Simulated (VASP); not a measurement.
Consider the following.

```yaml
crystal:
  lattice:
    - [0.00000, 2.78007, 2.78007]
    - [2.78007, 0.00000, 2.78007]
    - [2.78007, 2.78007, 0.00000]
  atoms:
    - { symbol: Ag, position: [0.00000, 0.00000, 0.00000] }
    - { symbol: Cl, position: [0.50000, 0.50000, 0.50000] }
```

Computed with TPSS meta-GGA, VASP's PBE PAW potentials (set 64) (plane waves; VASP 6.6.1). Numerical set-up: 520 eV cut-off, 8×8×8 Γ-centred mesh, Gaussian smearing of 0.050 eV, potentials Ag Cl.

### Question
Give the energy at these volumes per atom, relative to the lowest: 20.09, 20.73, 21.37, 22.01, 22.65 Å³.

### Answer
14.9, 4.0, 0.0, 1.6, 7.9 meV/atom. A third-order Birch-Murnaghan fit gives B0 = 45.3 GPa and B0′ = 5.6.

The compound is AgCl in the rock salt structure. It was relaxed first.
